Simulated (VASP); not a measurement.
# Li5AuO4 (C2/m): formation energy of a point defect

How easily does a point defect form in Li5AuO4 (C2/m)? The host is relaxed first, then a supercell is run with and without the defect. The start is a computed cell from the Materials Project.

Calculated with VASP 6.6.1; PBEsol; plane waves and PAW (Li, Au, O).

**1. The host crystal**

It takes space group C2/m (No. 12, monoclinic). Conventional cell: a = 4.688 Å, b = 9.411 Å, c = 4.682 Å, α = 90.00°, β = 102.61°, γ = 90.00°. Nearest to Li lie 4 O at 1.93 to 1.99 Å. Nearest to Li lie 4 O at 1.92 to 1.95 Å. Nearest to Li lie 4 O at 2.03 Å. Nearest to Au lie 4 O at 2.01 Å. O has 5 Li at 1.92 to 2.03 Å and 1 Au at 2.01 Å nearest. Farther neighbours and most contacts between anions are not listed.

Structure file:

```
Li Au O
1.0
     2.34392   -4.70574    0.00000
     2.34392    4.70574    0.00000
    -1.02245    0.00000    4.56935
Li Au O
5 1 4
Direct
  0.20804 0.79196 0.50000
  0.71733 0.28267 0.00000
  0.28267 0.71733 0.00000
  0.79196 0.20804 0.50000
  0.00000 0.00000 0.00000
  0.50000 0.50000 0.50000
  0.40240 0.10648 0.24934
  0.89352 0.59760 0.75066
  0.10648 0.40240 0.24934
  0.59760 0.89352 0.75066
```

**2. Relaxing the host crystal**

First cell and atoms are relaxed at a raised cutoff, so that later runs start from this functional's own cell.

INCAR

```
SYSTEM = Li5AuO4
PREC = Normal
ENCUT = 520
EDIFF = 1E-05
NELM = 120
ISMEAR = 0
SIGMA = 0.05
LREAL = Auto
ALGO = Fast
GGA = PS
NBANDS = 30
LASPH = .TRUE.
LORBIT = 11
LWAVE = .FALSE.
LCHARG = .FALSE.
IBRION = 2
NSW = 40
ISIF = 3
EDIFFG = -0.03
POTIM = 0.4
```

POSCAR

```
Li5AuO4
1.0
    2.3439221000     -4.7057420000      0.0000000000
    2.3439221000      4.7057420000      0.0000000000
   -1.0224473000      0.0000000000      4.5693481000
Li Au O
5 1 4
Direct
    0.2080403200      0.7919596800      0.5000000000
    0.7173283900      0.2826716100      0.0000000000
    0.2826716100      0.7173283900      0.0000000000
    0.7919596800      0.2080403200      0.5000000000
    0.0000000000      0.0000000000      0.0000000000
    0.5000000000      0.5000000000      0.5000000000
    0.4023957300      0.1064842300      0.2493448900
    0.8935157700      0.5976042700      0.7506551100
    0.1064842300      0.4023957300      0.2493448900
    0.5976042700      0.8935157700      0.7506551100
```

KPOINTS

```
Automatic mesh
0
Gamma
4 4 3
0 0 0
```

PAW data sets: Li, Au and O (PBE family, release 64).

Launch:

```
export OMP_NUM_THREADS=5
mpirun -np 1 vasp_std
```

Output:

```text
[banner, memory and clock lines left out]
running    1 mpi-ranks, on    1 nodes
 distrk:  each k-point on    1 cores,    1 groups
 distr:  one band on    1 cores,    1 groups
 Offloading initialized ...    1 GPUs detected
 POSCAR found type information on POSCAR LiAuO
 POSCAR found :  3 types and      10 ions
|                                                                             |
|               ----> ADVICE to this user running VASP <----                  |
|                                                                             |
|     You enforced a specific xc type in the INCAR file but a different       |
|     [... a line on the potential file left out ...]
|     I HOPE YOU KNOW WHAT YOU ARE DOING!                                     |
|                                                                             |

 LDA part: xc-table for (Slater+PW92), standard interpolation
 POSCAR, INCAR and KPOINTS ok, starting setup
 FFT: planning ... GRIDC
 FFT: planning ... GRID_SOFT
 FFT: planning ... GRID
 WAVECAR not read
 entering main loop
       N       E                     dE             d eps       ncg     rms          rms(c)
DAV:   1     0.209708989306E+03    0.20971E+03   -0.19792E+04  1044   0.121E+03
DAV:   2    -0.469194531803E+02   -0.25663E+03   -0.24658E+03  1230   0.264E+02
DAV:   3    -0.639635343454E+02   -0.17044E+02   -0.16933E+02  1264   0.714E+01
DAV:   4    -0.641105538859E+02   -0.14702E+00   -0.14692E+00  1212   0.719E+00
DAV:   5    -0.641117914217E+02   -0.12375E-02   -0.12374E-02  1228   0.654E-01    0.267E+01
RMM:   6    -0.517084412095E+02    0.12403E+02   -0.49864E+01  1020   0.332E+01    0.238E+01
RMM:   7    -0.505130986610E+02    0.11953E+01   -0.32318E+00  1020   0.924E+00    0.873E+00
RMM:   8    -0.502682514012E+02    0.24485E+00   -0.66985E-01  1020   0.493E+00    0.247E+00
RMM:   9    -0.502411547654E+02    0.27097E-01   -0.98752E-02  1020   0.174E+00    0.505E-01
RMM:  10    -0.502437182700E+02   -0.25635E-02   -0.14372E-02  1020   0.581E-01    0.246E-01
RMM:  11    -0.502444573368E+02   -0.73907E-03   -0.26499E-03  1021   0.241E-01    0.771E-02
RMM:  12    -0.502444396672E+02    0.17670E-04   -0.46256E-04  1020   0.977E-02    0.413E-02
RMM:  13    -0.502444647745E+02   -0.25107E-04   -0.13189E-04   951   0.526E-02    0.921E-03
RMM:  14    -0.502444669030E+02   -0.21284E-05   -0.32339E-05   766   0.226E-02
   1 F= -.50244467E+02 E0= -.50244467E+02  d E =-.502445E+02
 curvature:   0.00 expect dE= 0.000E+00 dE for cont linesearch  0.000E+00
 trial: gam= 0.00000 g(F)=  0.625E-02 g(S)=  0.267E-02 ort = 0.000E+00 (trialstep = 0.100E+01)
 search vector abs. value=  0.892E-02
 bond charge predicted
       N       E                     dE             d eps       ncg     rms          rms(c)
DAV:   1    -0.502548249011E+02   -0.10360E-01   -0.14816E+00  1188   0.768E+00    0.106E+00
RMM:   2    -0.502503244853E+02    0.45004E-02   -0.38948E-02  1020   0.116E+00    0.313E-01
RMM:   3    -0.502498829035E+02    0.44158E-03   -0.40191E-03  1020   0.369E-01    0.149E-01
RMM:   4    -0.502497547951E+02    0.12811E-03   -0.32164E-04  1020   0.111E-01    0.433E-02
RMM:   5    -0.502497449416E+02    0.98535E-05   -0.82393E-05  1019   0.571E-02
   2 F= -.50249745E+02 E0= -.50249745E+02  d E =-.527804E-02
[...]
3 F= -.50249897E+02 E0= -.50249897E+02  d E =-.543045E-02
 curvature:  -0.62 expect dE=-0.123E-02 dE for cont linesearch -0.140E-05
 trial: gam= 0.23965 g(F)=  0.296E-03 g(S)=  0.170E-02 ort =-0.142E-03 (trialstep = 0.105E+01)
 search vector abs. value=  0.244E-02
 bond charge predicted
       N       E                     dE             d eps       ncg     rms          rms(c)
DAV:   1    -0.502614459716E+02   -0.11540E-01   -0.18353E-01  1110   0.303E+00    0.709E-01
RMM:   2    -0.502510479700E+02    0.10398E-01   -0.29792E-02  1020   0.926E-01    0.293E-01
RMM:   3    -0.502510820974E+02   -0.34127E-04   -0.31808E-03  1020   0.288E-01    0.143E-01
RMM:   4    -0.502510252268E+02    0.56871E-04   -0.25621E-04  1020   0.981E-02    0.107E-01
RMM:   5    -0.502510199358E+02    0.52911E-05   -0.49819E-05   901   0.427E-02
   4 F= -.50251020E+02 E0= -.50251020E+02  d E =-.112258E-02
 trial-energy change:   -0.001123  1 .order   -0.001410   -0.002059   -0.000760
 step:   1.6641(harm=  1.6641)  dis= 0.00232  next Energy=   -50.251529 (dE=-0.163E-02)
 reached required accuracy - stopping structural energy minimisation
```

It took 57 s on 1 × NVIDIA H100 80GB HBM3, 81559 MiB with 1 MPI rank of AMD EPYC 7R13 (Zen 3), card shared with another run, shared host; peak memory 1.7 GiB.

Lines that name or quote the potential files are left out of all logs, and their timing lines are given in words.

From OUTCAR (step 2):

```text
ion  position               nearest neighbor table
   1  0.208  0.792  0.500-   7 1.93   8 1.93   9 1.99  10 1.99   3 2.44   3 2.44   4 2.47   4 2.47
                             6 2.75   2 2.93   2 2.93   5 3.05   5 3.05   6 3.05   6 3.05
   2  0.717  0.283  0.000-   7 1.92   8 1.92   9 1.95  10 1.95   3 2.42   3 2.42   4 2.44   4 2.44
                             5 2.66   1 2.93   1 2.93   6 3.11   6 3.11   5 3.11   5 3.11
   3  0.283  0.717  0.000-   9 1.92  10 1.92   7 1.95   8 1.95   2 2.42   2 2.42   1 2.44   1 2.44
                             5 2.66   4 2.93   4 2.93   6 3.11   6 3.11   5 3.11   5 3.11
   4  0.792  0.208  0.500-   9 1.93  10 1.93   7 1.99   8 1.99   2 2.44   2 2.44   1 2.47   1 2.47
                             6 2.75   3 2.93   3 2.93   5 3.05   5 3.05   6 3.05   6 3.05
   5  0.000  0.000  0.000-   7 2.03   8 2.03   9 2.03  10 2.03   2 2.66   3 2.66   6 2.93   6 2.93
                             1 3.05   1 3.05   4 3.05   4 3.05   2 3.11   2 3.11   3 3.11   3 3.11
   6  0.500  0.500  0.500-   7 2.01   8 2.01   9 2.01  10 2.01   1 2.75   4 2.75   5 2.93   5 2.93
                             1 3.05   1 3.05   4 3.05   4 3.05   3 3.11   2 3.11   3 3.11   2 3.11
   7  0.402  0.106  0.249-   2 1.92   1 1.93   3 1.95   4 1.99   6 2.01   5 2.03
   8  0.894  0.598  0.751-   2 1.92   1 1.93   3 1.95   4 1.99   6 2.01   5 2.03
   9  0.106  0.402  0.249-   3 1.92   4 1.93   2 1.95   1 1.99   6 2.01   5 2.03
  10  0.598  0.894  0.751-   3 1.92   4 1.93   2 1.95   1 1.99   6 2.01   5 2.03

  LATTYP: Found a base centered monoclinic cell.
 ALAT       =     4.6878442000
 B/A-ratio  =     2.0076358340
 C/A-ratio  =     0.9988266009
 COS(beta)  =    -0.2183623014

 Subroutine GETGRP returns: Found  4 space group operations
 (whereof  4 operations were pure point group operations)

The static configuration has the point symmetry C_2h.

 Found     17 irreducible k-points:

   k-points           NKPTS =     17   k-points in BZ     NKDIM =     17   number of bands    NBANDS=     30

   dimension x,y,z NGX =    30 NGY =   30 NGZ =   28
   dimension x,y,z NGXF=    60 NGYF=   60 NGZF=   56

   ENCUT  =  520.0 eV  38.22 Ry    6.18 a.u.   9.77  9.77  8.71*2*pi/ulx,y,z

   NELECT =      40.0000    total number of electrons

 k-points in reciprocal lattice and weights: Automatic mesh
   0.00000000  0.00000000  0.00000000       0.021
   0.25000000  0.00000000  0.00000000       0.083
   0.50000000  0.00000000  0.00000000       0.042
   0.25000000  0.25000000  0.00000000       0.042
   0.50000000  0.25000000  0.00000000       0.083
  -0.25000000  0.25000000  0.00000000       0.042
   0.50000000  0.50000000  0.00000000       0.021
   0.00000000  0.00000000  0.33333333       0.042
   0.25000000  0.00000000  0.33333333       0.083
[...]
-0.25000000  0.50000000  0.33333333       0.083
  -0.25000000 -0.25000000  0.33333333       0.042

 average (electrostatic) potential at core
       1 -24.9909       2 -25.1689       3 -25.1689       4 -24.9909       5 -25.1441
       6 -71.4395       7 -71.5202       8 -71.5202       9 -71.5202      10 -71.5202

 E-fermi :   2.1733

 k-point     1 :       0.0000    0.0000    0.0000
  band No.  band energies     occupation
    ...
     16       0.9858      2.00000
     17       1.0262      2.00000
     18       1.0629      2.00000
     19       1.2793      2.00000
     20       1.6303      2.00000
     21       4.4735      0.00000
     22       5.6548      0.00000
     23       6.4424      0.00000
     24       8.4494      0.00000
     25      10.3485      0.00000
    ...

 k-point     2 :       0.2500    0.0000    0.0000
  band No.  band energies     occupation
    ...
     16       0.7231      2.00000
     17       0.9261      2.00000
     18       1.1374      2.00000
     19       1.4941      2.00000
     20       1.6365      2.00000
     21       4.4498      0.00000
     22       6.0655      0.00000
     23       7.1337      0.00000
     24       9.0640      0.00000
     25       9.9007      0.00000
    ...

 k-point     3 :       0.5000    0.0000    0.0000
  band No.  band energies     occupation
    ...
     16       0.5020      2.00000
     17       0.9376      2.00000
     18       1.0850      2.00000
     19       1.5238      2.00000
     20       1.8663      2.00000
     21       4.4151      0.00000
     22       6.4190      0.00000
     23       7.2336      0.00000
     24       9.7456      0.00000
     25      10.3432      0.00000
    ...

  Total        0.1291283      0.1358206      0.1328440      0.0000000      0.0000000     -0.0401403
  in kB        2.0345198      2.1399629      2.0930639      0.0000000      0.0000000     -0.6324426
  external PRESSURE =       2.0891822 kB  Pullay stress =       0.0000000 kB

  energy-cutoff  :      520.00
  volume of cell :      101.69
      direct lattice vectors                 reciprocal lattice vectors
     2.353661773 -4.711401938 -0.005404737     0.212545295 -0.106125524  0.048056867
     2.353661773  4.711401938 -0.005404737     0.212545295  0.106125524  0.048056867
    -1.037230546  0.000000000  4.587449960     0.000500824  0.000000000  0.218099266

 POSITION                                       TOTAL-FORCE (eV/Angst)
 -----------------------------------------------------------------------------------
      1.83505      2.75365      2.28832         0.000000      0.017221      0.000000
      2.35366     -2.04661     -0.00540         0.000000      0.003860      0.000000
      2.35366      2.04661     -0.00540         0.000000     -0.003860      0.000000
      1.83505     -2.75365      2.28832         0.000000     -0.017221      0.000000
      0.00000      0.00000     -0.00000         0.000000     -0.000000      0.000000
      1.83505      0.00000      2.28832         0.000000     -0.000000      0.000000
      0.94345     -1.38595      1.14533         0.005753     -0.017212     -0.006165
      2.72665     -1.38595      3.43131        -0.005753     -0.017212      0.006165
      0.94345      1.38595      1.14533         0.005753      0.017212     -0.006165
      2.72665      1.38595      3.43131        -0.005753      0.017212      0.006165
 -----------------------------------------------------------------------------------
    total drift:                                0.000000     -0.000000     -0.000000

  FREE ENERGIE OF THE ION-ELECTRON SYSTEM (eV)
  ---------------------------------------------------
  free  energy   TOTEN  =       -50.2510199358 eV

  energy  without entropy=      -50.2510199358  energy(sigma->0) =      -50.25101994

 reached required accuracy - stopping structural energy minimisation

 total charge
# of ion       s       p       d       tot
------------------------------------------
    1        0.125   0.263   0.000   0.388
    2        0.120   0.255   0.000   0.376
    3        0.120   0.255   0.000   0.376
    4        0.125   0.263   0.000   0.388
    5        0.102   0.197   0.000   0.300
    6        0.639   0.543   8.528   9.710
    7        1.546   3.451   0.000   4.997
    8        1.546   3.451   0.000   4.997
    9        1.546   3.451   0.000   4.997
   10        1.546   3.451   0.000   4.997
--------------------------------------------------
tot          7.416  15.582   8.528  31.526

[... 3 further parts left out ...]
```

CONTCAR:

```
Li5AuO4
    1.000000000000000
     2.3536617728018774   -4.7114019375823402   -0.0054047371034171
     2.3536617728018774    4.7114019375823402   -0.0054047371034171
    -1.0372305455040354    0.0000000000000000    4.5874499602638172
  Li              Au              O
     5     1     4
Direct
     0.2077678252674446    0.7922321747325555    0.5000000000000000
     0.7171973794790254    0.2828026205209745    0.0000000000000000
     0.2828026205209745    0.7171973794790254    0.0000000000000000
     0.7922321747325555    0.2077678252674446    0.5000000000000000
     0.0000000000000000    0.0000000000000000    0.0000000000000000
     0.5000000000000000    0.5000000000000000    0.5000000000000000
     0.4026514358534150    0.1084814890204628    0.2502688013818489
     0.8915185109795372    0.5973485641465850    0.7497311986181511
     0.1084814890204628    0.4026514358534150    0.2502688013818489
     0.5973485641465850    0.8915185109795372    0.7497311986181511
```

The gap is read on the k-mesh alone, so it is an upper bound where the band edges lie off the mesh. The PAW data sets were made with PBE, which is usual practice but a small mismatch for other functionals. The run keeps the 4 symmetry operations of its start, so it cannot find a distortion of lower symmetry.

Step by step:

```
step  energy less that of the first step (eV)  largest force (eV/Å)  pressure (GPa)  volume (Å³)
   1                                   0.0000                0.2003            0.38       100.80
   2                                  -0.0053                0.0293            0.59       101.08
   3                                  -0.0054                0.0377            0.60       101.15
   4                                  -0.0066                0.0192            0.21       101.69
```

| cell as run | before | after | change |
| --- | --- | --- | --- |
| a (Å) | 5.257 | 5.267 | +0.2 % |
| b (Å) | 5.257 | 5.267 | +0.2 % |
| c (Å) | 4.682 | 4.703 | +0.4 % |
| α (°) | 95.59 | 95.71 | +0.1 % |
| β (°) | 95.59 | 95.71 | +0.1 % |
| γ (°) | 127.04 | 126.91 | -0.1 % |
| volume (Å³/atom) | 10.08 | 10.17 | +0.9 % |

The atoms that moved most (Å, as changes of fractional coordinates times the final cell):

| atom | dx | dy | dz | length |
| --- | --- | --- | --- | --- |
| O7 | 0.004 | 0.008 | 0.004 | 0.010 |
| O9 | 0.004 | -0.008 | 0.004 | 0.010 |
| O10 | -0.004 | -0.008 | -0.004 | 0.010 |
| O8 | -0.004 | 0.008 | -0.004 | 0.010 |

Final coordinates:

```
Li Au O
1.0
     2.35366   -4.71140   -0.00540
     2.35366    4.71140   -0.00540
    -1.03723    0.00000    4.58745
Li Au O
5 1 4
Direct
  0.20777 0.79223 0.50000
  0.71720 0.28280 0.00000
  0.28280 0.71720 0.00000
  0.79223 0.20777 0.50000
  0.00000 0.00000 0.00000
  0.50000 0.50000 0.50000
  0.40265 0.10848 0.25027
  0.89152 0.59735 0.74973
  0.10848 0.40265 0.25027
  0.59735 0.89152 0.74973
```

A gap read on the k-mesh alone can miss the band edges.

This step gave:

- electronic cycles: 28
- electrons: 40
- free energy (TOTEN): -50.2510 eV
- Fermi energy: 2.173 eV
- labelled metallic, from the levels on this mesh: no
- gap on the k-mesh: 2.298 eV
- least direct gap on the k-mesh: 2.304 eV

The run ended after 4 ionic steps, 0.007 eV below its first step, once forces and stress met EDIFFG = -0.03.

[end of part 1 of 4]

[Lines on the potential files, build, host, timing and source positions are cut from VASP's logs without a mark.]

[Logs are printed without paths, hosts, clocks, repeated set-up lines and the standing remarks that a program may print on its own settings, such as how far it seeks lower states.]

[Hosts, paths, dates, database ids (printed as entryN), source tags and the programs' standing remarks are cut or masked in the printed files.]

[In band tables of VASP the shares of atoms and orbitals are scaled to a sum of 1 inside the atoms' spheres.]

[Runs that stopped without an error message from VASP are left out.]
